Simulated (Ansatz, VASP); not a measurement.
## Cross-check of SnO between VASP and Ansatz

Aim: how closely do two programs agree when they are given the same cell, functional and k mesh?

Program: Ansatz 0.2.0. Level of theory: plane waves, with VASP 6.6.1 beside it; single point at PBEsol. Results are calculated unless marked as measured.

## Step 1: Set-up

Symmetry: P4/nmm, No. 129, tetragonal system. The conventional cell has a = 3.849 Å, b = 3.849 Å, c = 4.894 Å, α = 90.00°, β = 90.00°, γ = 90.00°. Nearest to Sn lie 4 O at 2.25 Å. O has 4 Sn at 2.25 Å nearest. Farther neighbours and most contacts between anions are not listed.

## Step 2: VASP: single point, PBEsol

A single point gives forces, pressure and levels at one fixed geometry, so differences don't come from the geometry; what else differs is listed under the comparison.

Lines of VASP's logs that name or quote its potential files are left out, and so is its time.

The input, INCAR:

```
SYSTEM = SnO
PREC = Accurate
ENCUT = 520
EDIFF = 1E-05
NELM = 100
ISMEAR = 0
SIGMA = 0.05
LREAL = .FALSE.
ALGO = Normal
GGA = PS
NBANDS = 26
LORBIT = 11
LWAVE = .FALSE.
LCHARG = .FALSE.
KPAR = 4
```

The input, POSCAR:

```
SnO
1.0
    3.8494000000      0.0000000000      0.0000000000
    0.0000000000      3.8494000000      0.0000000000
    0.0000000000      0.0000000000      4.8940000000
Sn O
2 2
Direct
    0.0000000000      0.5000000000      0.7623000000
    0.5000000000      0.0000000000      0.2377000000
    0.5000000000      0.5000000000      0.0000000000
    0.0000000000      0.0000000000      0.0000000000
```

The input, KPOINTS:

```
Automatic mesh
0
Gamma
6 6 4
0 0 0
```

Potentials, in the order of the species: Sn_d and O (PBE family, release 64).

Launch:

```console
> mpirun -np 4 vasp_std
```

Numbers of over 12 decimals in the logs are rounded to 6 here.

The program printed:

```text
[banner, memory and clock lines left out]
running    4 mpi-ranks, on    1 nodes
 distrk:  each k-point on    1 cores,    4 groups
 distr:  one band on    1 cores,    1 groups

 POSCAR found type information on POSCAR SnO
 POSCAR found :  2 types and       4 ions
|                                                                             |
|               ----> ADVICE to this user running VASP <----                  |
|                                                                             |
|     You enforced a specific xc type in the INCAR file but a different       |
|     [... a line on the potential file left out ...]
|     I HOPE YOU KNOW WHAT YOU ARE DOING!                                     |
|                                                                             |

 LDA part: xc-table for (Slater+PW92), standard interpolation
 POSCAR, INCAR and KPOINTS ok, starting setup
 FFT: planning ... GRIDC
 FFT: planning ... GRID_SOFT
 FFT: planning ... GRID
 WAVECAR not read
 entering main loop
       N       E                     dE             d eps       ncg     rms          rms(c)
DAV:   1     0.400109030120E+03    0.40011E+03   -0.20197E+04  1574   0.232E+03
DAV:   2     0.329395116203E+02   -0.36717E+03   -0.35761E+03  1640   0.531E+02
DAV:   3    -0.247709054273E+02   -0.57710E+02   -0.56236E+02  1850   0.185E+02
DAV:   4    -0.274316497219E+02   -0.26607E+01   -0.26494E+01  1796   0.424E+01
DAV:   5    -0.274943062497E+02   -0.62657E-01   -0.62603E-01  1856   0.703E+00    0.108E+01
DAV:   6    -0.242769068130E+02    0.32174E+01   -0.17178E+01  2564   0.472E+01    0.491E+00
DAV:   7    -0.242278344045E+02    0.49072E-01   -0.20154E+00  1818   0.882E+00    0.244E+00
DAV:   8    -0.242038375517E+02    0.23997E-01   -0.34757E-01  2010   0.392E+00    0.796E-01
DAV:   9    -0.241913838193E+02    0.12454E-01   -0.59013E-02  2522   0.251E+00    0.232E-01
DAV:  10    -0.241925627052E+02   -0.11789E-02   -0.84339E-03  2294   0.879E-01    0.151E-01
DAV:  11    -0.241921271121E+02    0.43559E-03   -0.21849E-03  2386   0.437E-01    0.231E-02
DAV:  12    -0.241921568755E+02   -0.29763E-04   -0.25679E-04  1650   0.970E-02    0.278E-02
DAV:  13    -0.241921538274E+02    0.30481E-05   -0.21353E-05  1494   0.362E-02
   1 F= -.24192154E+02 E0= -.24192135E+02  d E =-.372175E-04
```

Parts of OUTCAR (step 2):

```text
ion  position               nearest neighbor table
   1  0.000  0.500  0.762-   3 2.25   4 2.25   4 2.25   3 2.25   2 3.58   2 3.58   2 3.58   2 3.58
                             2 3.74   2 3.74   2 3.74   2 3.74
   2  0.500  0.000  0.238-   3 2.25   4 2.25   3 2.25   4 2.25   1 3.58   1 3.58   1 3.58   1 3.58
                             1 3.74   1 3.74   1 3.74   1 3.74
   3  0.500  0.500  0.000-   1 2.25   2 2.25   2 2.25   1 2.25
   4  0.000  0.000  0.000-   1 2.25   2 2.25   1 2.25   2 2.25

  LATTYP: Found a simple tetragonal cell.
 ALAT       =     3.8494000000
 C/A-ratio  =     1.2713669663

 Subroutine GETGRP returns: Found 16 space group operations
 (whereof  8 operations were pure point group operations)

The static configuration has the point symmetry D_2d.
 The point group associated with its full space group is D_4h.

 Found     30 irreducible k-points:

   k-points           NKPTS =     30   k-points in BZ     NKDIM =     30   number of bands    NBANDS=     26

   dimension x,y,z NGX =    30 NGY =   30 NGZ =   36
   dimension x,y,z NGXF=    60 NGYF=   60 NGZF=   72

   ENCUT  =  520.0 eV  38.22 Ry    6.18 a.u.   7.16  7.16  9.10*2*pi/ulx,y,z

   NELECT =      40.0000    total number of electrons

 k-points in reciprocal lattice and weights: Automatic mesh
   0.00000000  0.00000000  0.00000000       0.007
   0.16666667  0.00000000  0.00000000       0.028
   0.33333333  0.00000000  0.00000000       0.028
   0.50000000  0.00000000  0.00000000       0.014
   0.16666667  0.16666667  0.00000000       0.028
   0.33333333  0.16666667  0.00000000       0.056
   0.50000000  0.16666667  0.00000000       0.028
   0.33333333  0.33333333  0.00000000       0.028
   0.50000000  0.33333333  0.00000000       0.028
[...]
0.50000000  0.33333333  0.50000000       0.028
   0.50000000  0.50000000  0.50000000       0.007

 average (electrostatic) potential at core
       1-100.1911       2-100.1911       3 -69.1764       4 -69.1764

 E-fermi :   6.5701

 k-point     1 :       0.0000    0.0000    0.0000
  band No.  band energies     occupation
    ...
     16       0.5157      2.00000
     17       3.2551      2.00000
     18       3.5515      2.00000
     19       3.5515      2.00000
     20       6.4925      1.97186
     21       8.4839      0.00000
     22      10.8063      0.00000
     23      11.1706      0.00000
     24      11.1706      0.00000
     25      12.1229      0.00000
    ...

 k-point     2 :       0.1667    0.0000    0.0000
  band No.  band energies     occupation
    ...
     16       0.6924      2.00000
     17       2.8815      2.00000
     18       3.3119      2.00000
     19       3.3345      2.00000
     20       6.4282      1.99994
     21       9.2334      0.00000
     22       9.6985      0.00000
     23      11.3377      0.00000
     24      11.3727      0.00000
     25      11.5215      0.00000
    ...

 k-point     3 :       0.3333    0.0000    0.0000
  band No.  band energies     occupation
    ...
     16       1.1899      2.00000
     17       2.3994      2.00000
     18       2.6914      2.00000
     19       3.1417      2.00000
     20       5.4128      2.00000
     21       9.2637      0.00000
     22      10.0274      0.00000
     23      11.3801      0.00000
     24      11.7925      0.00000
     25      12.1683      0.00000
    ...

  Total       -1.3780479     -1.3780479     -1.1507307      0.0000000      0.0000000      0.0000000
  in kB      -30.4456221    -30.4456221    -25.4234351      0.0000000      0.0000000      0.0000000
  external PRESSURE =     -28.7715597 kB  Pullay stress =       0.0000000 kB

  energy-cutoff  :      520.00
  volume of cell :       72.52
      direct lattice vectors                 reciprocal lattice vectors
     3.849400000  0.000000000  0.000000000     0.259780745  0.000000000  0.000000000
     0.000000000  3.849400000  0.000000000     0.000000000  0.259780745  0.000000000
     0.000000000  0.000000000  4.894000000     0.000000000  0.000000000  0.204331835

 POSITION                                       TOTAL-FORCE (eV/Angst)
 -----------------------------------------------------------------------------------
      0.00000      1.92470      3.73070         0.000000      0.000000      0.282328
      1.92470      0.00000      1.16330         0.000000      0.000000     -0.282328
      1.92470      1.92470      0.00000         0.000000      0.000000      0.000000
      0.00000      0.00000      0.00000         0.000000     -0.000000      0.000000
 -----------------------------------------------------------------------------------
    total drift:                                0.000000      0.000000      0.000000

  FREE ENERGIE OF THE ION-ELECTRON SYSTEM (eV)
  ---------------------------------------------------
  free  energy   TOTEN  =       -24.1921538274 eV

  energy  without entropy=      -24.1921166099  energy(sigma->0) =      -24.19213522

 total charge
# of ion       s       p       d       tot
------------------------------------------
    1        1.256   0.774  10.068  12.097
    2        1.256   0.774  10.068  12.097
    3        1.572   3.400   0.000   4.972
    4        1.572   3.400   0.000   4.972
--------------------------------------------------
tot          5.656   8.348  20.135  34.138

[... 3 further parts left out ...]
```

The run ends at a pressure of -2.88 GPa, with forces up to 0.28 eV/Å.

## Step 3: Ansatz: single point, PBEsol

Ansatz runs on its default PAW (the set named soft_2) files.

The same cell, functional, mesh and smearing now go to Ansatz, which takes its cutoff from its data sets.

The input, input.yaml:

```yaml
crystal:
  lattice:
    - [3.8494, 0.0, 0.0]
    - [0.0, 3.8494, 0.0]
    - [0.0, 0.0, 4.894]
  atoms:
    - { symbol: Sn, position: [0.0, 0.5, 0.7623] }
    - { symbol: Sn, position: [0.5, 0.0, 0.2377] }
    - { symbol: O, position: [0.5, 0.5, 0.0] }
    - { symbol: O, position: [0.0, 0.0, 0.0] }
hamiltonian:
  xc: pbesol
  pseudopotentials: { kind: paw }
kpoints:
  mp_grid: { grid: [6, 6, 4] }
scf:
  occupations: { method: gaussian, width: 0.05 }
  n_extra_bands: 5
output:
  forces: true
  stress: true
  eigenvalues: true
```

Launch:

```console
> ansatz run input.yaml --threads 2 --pin off --max-ram 4608MiB --backend cpu --events-out ev --progress --plain --runs-dir out
```

The program printed:

```text
scf.n_extra_bands = 5 over 20 filled bands (N_el = 40.0): the run solves 25 bands
Engine: ansatz 0.2.0, aarch64-unknown-linux-gnu
Pseudopotentials: kind: paw
Pseudopotential: Sn, paw, valence charge 14, recommended cutoff 420 eV (normal), Sn.paw.azcp
Pseudopotential: O, paw, valence charge 6, recommended cutoff 420 eV (normal), O.paw.azcp
Functional definition: PBEsol
  exchange = pbesol_x
  correlation = pbesol_c
Crystal: 4 atoms, lattice volume = 72.519 Å³
Basis set: ecut = 420 eV, 1417 PW (Γ), exchange–correlation on 54×54×72 points (8 copies of the dense FFT grid, shifted against one another)
Bands: 25, of which v1, the nominal top of the filled ones, is band 20 counted from 1 (19 counted from 0)
Symmetry: 16 space group operations
Space group: P4/nmm (ITA 129), of the structure as read, at distance tolerance 4.2e-5 Å
k-points: 30 of 144
Non-local potential: Sn, projectors of the file, l = 0: 2, l = 1: 2, l = 2: 2, l = 3: 2
Non-local potential: O, projectors of the file, l = 0: 2, l = 1: 2, l = 2: 1
PAW form: soft (Blöchl's): semilocal exchange-correlation on the pseudo side does not see the compensation charge
PAW frozen core: Sn, regenerated for the run's functional, and the local potential with it (the file was generated under x = pbe(κ = 0.804, μ = 0.219515), c = pbe(β = 0.066725))
PAW frozen core: O, regenerated for the run's functional, and the local potential with it (the file was generated under x = pbe(κ = 0.804, μ = 0.219515), c = pbe(β = 0.066725))
PAW one-centre angular grid: Sn, 590 points (default); XC on 64 Gauss nodes
PAW one-centre angular grid: O, 110 points (default); XC on 64 Gauss nodes
Initial density: superposition of atomic densities (neutral atoms: chi_scale 0, normalization atom), corrected by the library's trained network
Initial wavefunctions: pseudopotential atomic-orbital guess
Functional: x = pbesol(κ = 0.804, μ = 0.123457), c = pbesol(β = 0.046)
SCF iter   1: F=—  HF=-13021.419022 eV  |F-HF|=—  |Δ(HF+E_count)|=         —  Δρ=1.34e-2  dr2=1.10e-1  ethr=1.77e-3  ⟨swp⟩=6.1  Hψ=3521  notcnv=0
preconditioner: auto → Resta (q_TF=auto, 2.471 Å⁻¹)  ε∞=3.3  [insulator: Δε(μ)=0.064 eV  Ē_g=18.332 eV  σ=0.050 eV  W_gap=0.62  n_scr=18 (ndim 8)  ℏωp=27.6 eV  f_vac=0.022  D(μ)=0.31/eV (n_scr^D=0)  ε∞_Penn≈3.3]
SCF iter   2: F=—  HF=-13021.396871 eV  |F-HF|=—  |Δ(HF+E_count)|=   2.22e-2  Δρ=4.99e-3  dr2=1.73e-2  ethr=2.75e-4  ⟨swp⟩=2.2  Hψ=1349  notcnv=0  defer=28
SCF iter   3: F=—  HF=-13021.393194 eV  |F-HF|=—  |Δ(HF+E_count)|=   3.68e-3  Δρ=1.03e-3  dr2=8.15e-4  ethr=4.32e-5  ⟨swp⟩=2.0  Hψ=1042  notcnv=0  defer=28
SCF iter   4: F=—  HF=-13021.393146 eV  |F-HF|=—  |Δ(HF+E_count)|=   4.83e-5  Δρ=2.65e-4  dr2=4.89e-5  ethr=2.04e-6  ⟨swp⟩=2.0  Hψ=1318  notcnv=0  defer=28
SCF iter   5: F=—  HF=-13021.393151 eV  |F-HF|=—  |Δ(HF+E_count)|=   5.37e-6  Δρ=6.40e-5  dr2=4.03e-6  ethr=1.22e-7  ⟨swp⟩=2.3  Hψ=1073  notcnv=0  defer=28
SCF iter   6: F=—  HF=-13021.393152 eV  |F-HF|=—  |Δ(HF+E_count)|=   4.10e-7  Δρ=1.92e-5  dr2=3.17e-7  ethr=1.01e-8  ⟨swp⟩=2.0  Hψ=1266  notcnv=0  defer=28
SCF iter   7: F=-13021.393152 eV  HF=-13021.393152 eV  |F-HF|=5.18e-9  |Δ(HF+E_count)|=   2.07e-7  Δρ=5.10e-6  dr2=2.34e-8  ethr=2.50e-10  ⟨swp⟩=9.5  Hψ=3525  notcnv=0
SCF 1 converged in 7 iterations: F = -13021.393152 eV  dr2 = 2.34e-8
  greatest PAW one-centre occupation: 0.994 electrons in one spin orbital (limit 2), on the Sn atom at site 1 (counted from 0), in its partial waves of l = 2
SCF converged after 7 iterations
Free energy (F): -13021.393152 eV
Harris-Foulkes:  -13021.393152 eV  (|F-HF|=5.18e-9)
Internal energy: -13021.393099 eV  (E = F + TS)
E sigma→0 (E₀):  -13021.393126 eV
Entropy (-TS):   -0.000053 eV (-0.013 meV/atom)
Fermi energy:    9.289421 eV
--- Per-component energies (eV) ---
  E_band       = -205.539778
  E_kinetic    = 721.247603
  E_local      = -2726.687826  (includes V_loc(G=0)·N_el)
  E_nonlocal   = 36.022754
  E_hartree    = 1461.715618
  E_xc         = -903.690149
  E_vxc        = -380.009380  (∫ρ·V_xc dr)
  E_paw        = -8434.210805  (= ΣΔE_a)
  E_vpaw       = -779.552224  (= ΣTr[D̂ρ^β])
  E_aug_tail   = 0.004775  (compensation charges beyond the density's cutoff)
  E_ewald      = -3176.435325
  E_core_change = 0.640255  (= ΣΔE_core)
  E_smearing   = -0.000053  (= −TS)
  E_closure    = -0.000000  (closes the sum)
  Σ components = -13021.393152   (vs F -13021.393152, Δ=0.00e0)
--- Forces (eV/Å), atoms counted from 1 ---
  atom   1  Sn    -0.00000000     0.00000000     0.35950664
  atom   2  Sn     0.00000000     0.00000000    -0.35950664
  atom   3  O      0.00000000     0.00000000    -0.00000000
  atom   4  O     -0.00000000     0.00000000     0.00000000
  max |Σ_I F_I| component: 5.55e-17 eV/Å
--- Stress (GPa, compression-positive) ---
       -3.214117       0.000000      -0.000000
        0.000000      -3.214117      -0.000000
       -0.000000      -0.000000      -2.741344
  P = ⅓ Tr σ = -3.0565 GPa (-30.565 kbar)
--- Band table (eV; the first three rows and the last of 30) ---
  k-point 0: bands = [... 16 lower, 5.9812, 6.2826, 6.2826, 9.2176, 11.2344, 13.5490, 13.8813, 13.8813, ... 1 higher]
  k-point 1: bands = [... 16 lower, 5.9471, 6.2737, 6.2737, 8.6090, 10.8543, 12.7680, 12.7680, 13.4220, ... 1 higher]
  k-point 2: bands = [... 16 lower, 6.0038, 6.2651, 6.2651, 7.1880, 10.8893, 12.2034, 12.2034, 12.8427, ... 1 higher]
  k-point 29: bands = [... 16 lower, 6.6269, 6.6269, 6.9323, 6.9323, 11.6265, 11.6265, 13.1549, 13.1549, ... 1 higher]
```

Run time: 3.3 s. Hardware: 2 threads of Arm Neoverse N1, shared host; peak memory 0.34 GiB; 6 s of CPU time.

In the SCF lines HF is the Harris–Foulkes energy and dr2 the Hartree energy of the density residual, in eV; the loop may stop once dr2 is under the threshold and the program's other checks hold. Hψ counts applications of the Hamiltonian.

The run ends at a pressure of -3.06 GPa, with forces up to 0.36 eV/Å.

## Step 4: Comparison

Known differences besides the potentials themselves: the cutoff is 420 eV in Ansatz and 520 eV in VASP; Ansatz makes its cores anew for this functional, VASP keeps those of its PBE data sets; VASP leaves aspherical gradient terms in its spheres out (LASPH is not set), Ansatz keeps them. Total energies have different zeros and are not compared.

Compared:

```csv
quantity,Ansatz,VASP,difference
pressure (GPa),-3.06,-2.88,-0.18
pressure without Ansatz's Pulay correction (GPa),-3.52,-2.88,-0.65
gap on the k mesh (eV),0.153,0.164,-0.011
```

Forces (eV/Å; atoms numbered as in POSCAR):

| atom | Ansatz x, y, z | VASP x, y, z |
| --- | --- | --- |
| Sn1 | 0.000, 0.000, 0.360 | 0.000, 0.000, 0.282 |
| Sn2 | 0.000, 0.000, -0.360 | 0.000, 0.000, -0.282 |
| O3 | 0.000, 0.000, 0.000 | 0.000, 0.000, 0.000 |
| O4 | 0.000, 0.000, 0.000 | 0.000, 0.000, 0.000 |

The forces differ by 32 meV/Å r.m.s., which is 27.3 % of the r.m.s. force of 0.12 eV/Å (both taken over all components). A gap on the mesh is an upper bound, since the band edges may lie between its points. Ansatz's pressure holds a Pulay correction of 0.47 GPa; VASP's holds none.

## Step 5: What the set-up changes

Further runs change the set-up of one program: Ansatz's method, potentials or start, or VASP's data sets, cutoff or form of LDA. The table gives Ansatz less VASP for each quantity, since a change that brings one quantity closer may part another.

| run | r.m.s. force difference (meV/Å) | pressure (GPa) | gap on the k mesh (eV) | pressure without Ansatz's Pulay correction (GPa) |
| --- | --- | --- | --- | --- |
| as above | 32 | -0.18 | -0.011 | -0.65 |
| cores kept as stored | 30 | -0.17 | -0.012 | -0.62 |
| Ansatz's larger PAW set (cutoff 900 eV) | 32 | -0.20 | -0.0090 |  |
| norm-conserving potentials (cutoff 1143 eV) | 33 | -0.20 | -0.0057 |  |

## Step 6: Outcome

```json
{
  "r.m.s. force difference (single point, PBEsol)": "32 meV/Å"
}
```

In words: The r.m.s. force difference is 32 meV/Å (single point, PBEsol), beyond the 12 meV/Å picked in this series as the mark of a large difference. Single point, PBEsol, norm-conserving potentials (cutoff 1143 eV): the difference in gap on the k mesh goes from -0.011 to -0.0057 eV. 1 further run of this series is not shown here. How closely two codes agree says nothing of how well the functional describes the real material.

[Lines on the potential files, build, host, timing and source positions are cut from VASP's logs without a mark.]

[Logs are printed without paths, hosts, clocks, repeated set-up lines and the standing remarks that a program may print on its own settings, such as how far it seeks lower states.]

[Hosts, paths, dates, database ids (printed as entryN), source tags and the programs' standing remarks are cut or masked in the printed files.]
